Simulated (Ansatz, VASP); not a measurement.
# Two plane-wave programs on NaB3

The input INCAR:

```
SYSTEM = NaB3
ALGO = Normal ; EDIFF = 1E-7
EDIFFG = -0.01 ; ENCUT = 600
GGA = PE ; IBRION = 2
ISIF = 3 ; ISMEAR = 0
LASPH = .True. ; LCHARG = .False.
LREAL = .False. ; LWAVE = .False.
NELM = 100 ; NSW = 100
PREC = Accurate ; SIGMA = 0.1
```

Contents of KPOINTS:

```
k-points
0
Gamma
  14 14 14
  0 0 0
```

The input POSCAR:

```
NaB3
1.0
    3.2978900714      0.0000000000      0.0000000000
    0.0000000000      3.2978900714      0.0000000000
    0.0000000000      0.0000000000      3.2978900714
Na B
1 3
Direct
    0.0000000000      0.0000000000      0.0000000000
    0.0000000000      0.5000000000      0.5000000000
    0.5000000000      0.0000000000      0.5000000000
    0.5000000000      0.5000000000      0.0000000000
```

Input for Ansatz:

```yaml
crystal:
  lattice:
    - [3.2978900714, 0.0, 0.0]
    - [0.0, 3.2978900714, 0.0]
    - [0.0, 0.0, 3.2978900714]
  atoms:
    - { symbol: Na, position: [0.0, 0.0, 0.0] }
    - { symbol: B, position: [0.0, 0.5, 0.5] }
    - { symbol: B, position: [0.5, 0.0, 0.5] }
    - { symbol: B, position: [0.5, 0.5, 0.0] }
basis:
  ecutwfc: 420
kpoints:
  mp_grid: { grid: [14, 14, 14] }
hamiltonian:
  xc: pbe
scf:
  occupations: { method: gaussian, width: 0.1 }
output:
  forces: true
  stress: true
  eigenvalues: true
  write_density: true
  write_potential: true
  elf: true
  volumetric_format: npy
relax:
  adjacent_minimum: "off"
  f_tol: 0.01
  max_steps: 80
  cell: { stress_tol: 0.05 }
```

Change from the starting cell: species swapped into the ZrCd3 type (P4/mmm, No. 123).

Alike in both runs: task relaxation of cell and atoms; functional PBE; k mesh 14 × 14 × 14; occupations gaussian, width 0.1 eV; no spin polarisation.

|  | VASP | Ansatz |
| --- | --- | --- |
| version | VASP 6.6.1 | Ansatz 0.2.0 |
| potentials or method | VASP PAW PBE potentials, release 64 (Na_pv, B) | scalar-relativistic, plane waves, PAW |
| plane-wave cutoff (eV) | 600 | 420 |
| valence electrons in the cell | 16 | 18 |

Ansatz gave:

```
gap on the k mesh at the Fermi level, each at its own relaxed structure (eV) : none
relaxed volume (Å³/atom)                                                     : 8.95
relaxed cell length with the largest relative difference (Å)                 : 3.295
```

Q: Which values does VASP return?

A: gap on the k mesh at the Fermi level, each at its own relaxed structure (eV): none; relaxed volume (Å³/atom): 8.97; relaxed cell length with the largest relative difference (Å): 3.298.

A gap of «none» marks a metal or a gap that the smearing closes. The two sets of potentials don't hold the same shells in valence.

Caveats: the relaxation stopped at its first step, so nothing moved.
